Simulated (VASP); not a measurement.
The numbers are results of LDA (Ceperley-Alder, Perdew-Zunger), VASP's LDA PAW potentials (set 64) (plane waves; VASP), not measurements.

VASP ran on this input.

**KPOINTS**
```
Automatic
0
gamma
11 11 11
0 0 0
```

### POSCAR
```
Y(CoB)2
1
   -1.7148650000     1.7148650000     4.5665190000
    1.7148650000    -1.7148650000     4.5665190000
    1.7148650000     1.7148650000    -4.5665190000
Y Co B
1 2 2
Direct
  0.0000000000   0.0000000000   0.0000000000
  0.7500000000   0.2500000000   0.5000000000
  0.2500000000   0.7500000000   0.5000000000
  0.6546600000   0.6546600000   0.0000000000
  0.3453400000   0.3453400000   0.0000000000
```

### INCAR
```
# general
SYSTEM =Y(CoB)2
PREC   =Accurate
ENCUT  =400
LREAL  =.False.   # projection in real space or not
LASPH  =.True.   # aspherical one-centre terms

# electronic loop
EDIFF  =1E-6   # SCF stop (eV)
NELM   =100
ALGO   =Normal
LMAXMIX=4

# smearing
ISMEAR =-1
SIGMA  =0.1   # width (eV)

# ions
ISIF   =2

# output
LWAVE  =.False.
LCHARG =.False.
```

POTCAR, in this order: Y_sv Co B (LDA.64 set). Program: vasp_std.

What VASP printed:

File OSZICAR:
```
       N       E                     dE             d eps       ncg     rms          rms(c)
DAV:   1     0.217569874158E+03    0.21757E+03   -0.14030E+04  5292   0.158E+03
DAV:   2    -0.278294903185E+02   -0.24540E+03   -0.23852E+03  5292   0.386E+02
DAV:   3    -0.475906495279E+02   -0.19761E+02   -0.19253E+02  6482   0.116E+02
DAV:   4    -0.487419873074E+02   -0.11513E+01   -0.11357E+01  8397   0.255E+01
DAV:   5    -0.487889097351E+02   -0.46922E-01   -0.46864E-01  7249   0.424E+00    0.480E+01
DAV:   6    -0.542848371719E+02   -0.54959E+01   -0.14746E+02  7704   0.173E+02    0.312E+01
DAV:   7    -0.422298417671E+02    0.12055E+02   -0.88338E+01  7829   0.143E+02    0.273E+01
DAV:   8    -0.417290043884E+02    0.50084E+00   -0.69265E+00  7755   0.220E+01    0.165E+01
DAV:   9    -0.413979360548E+02    0.33107E+00   -0.22682E+00  8305   0.185E+01    0.405E+00
DAV:  10    -0.413973308378E+02    0.60522E-03   -0.12016E-01  7810   0.339E+00    0.168E+00
DAV:  11    -0.413960415266E+02    0.12893E-02   -0.35413E-02  7015   0.297E+00    0.996E-01
DAV:  12    -0.413947566214E+02    0.12849E-02   -0.48674E-03  7459   0.108E+00    0.225E-01
DAV:  13    -0.413947335002E+02    0.23121E-04   -0.32175E-04  8225   0.167E-01    0.522E-02
DAV:  14    -0.413947277601E+02    0.57401E-05   -0.45306E-05  8036   0.727E-02    0.947E-03
DAV:  15    -0.413947273971E+02    0.36300E-06   -0.31365E-06  5362   0.158E-02
   1 F= -.41394727E+02 E0= -.41368277E+02  d E =-.529013E-01
```

File OUTCAR:
```
------------------------ aborting loop because EDIFF is reached ----------------------------------------
  FORCE on cell =-STRESS in cart. coord.  units (eV):
  Direction    XX          YY          ZZ          XY          YZ          ZX
  --------------------------------------------------------------------------------------
  Total        4.1878070      4.1878070      2.9112780      0.0000000     -0.0000000      0.0000000
  in kB      124.9085336    124.9085336     86.8338632      0.0000000     -0.0000000      0.0000000
  external PRESSURE =     112.2169768 kB  Pullay stress =       0.0000000 kB
  volume of cell :       53.72
      direct lattice vectors                 reciprocal lattice vectors
    -1.714865000  1.714865000  4.566519000     0.000000000  0.291568141  0.109492592
     1.714865000 -1.714865000  4.566519000     0.291568141  0.000000000  0.109492592
     1.714865000  1.714865000 -4.566519000     0.291568141  0.291568141  0.000000000
 POSITION                                       TOTAL-FORCE (eV/Angst)
 -----------------------------------------------------------------------------------
      0.00000      0.00000      0.00000         0.000000      0.000000     -0.000000
     -0.00000      1.71487      2.28326         0.000000      0.000000      0.000000
      1.71487     -0.00000      2.28326         0.000000      0.000000     -0.000000
      0.00000      0.00000      5.97903        -0.000000     -0.000000     -0.773529
      0.00000      0.00000      3.15400         0.000000      0.000000      0.773529
 -----------------------------------------------------------------------------------
    total drift:                               -0.000000      0.000000     -0.000000
  FREE ENERGIE OF THE ION-ELECTRON SYSTEM (eV)
  ---------------------------------------------------
  free  energy   TOTEN  =       -41.3947273971 eV

  energy  without entropy=      -41.3418261267  energy(sigma->0) =      -41.36827676
```
(Selected blocks of OUTCAR.)

At this cut-off the stress carries a Pulay error, which pulls relaxed volumes low.

The structure comes from a computed database's Co2YB2 entry; how it stands against other phases isn't given here. The cell was not relaxed at this level, and its volume differs by -5.9 % from the start's. The run is not spin-polarised, so no magnetic state was tried. The electron count is odd and the run is not spin-polarised, which forces a metal.
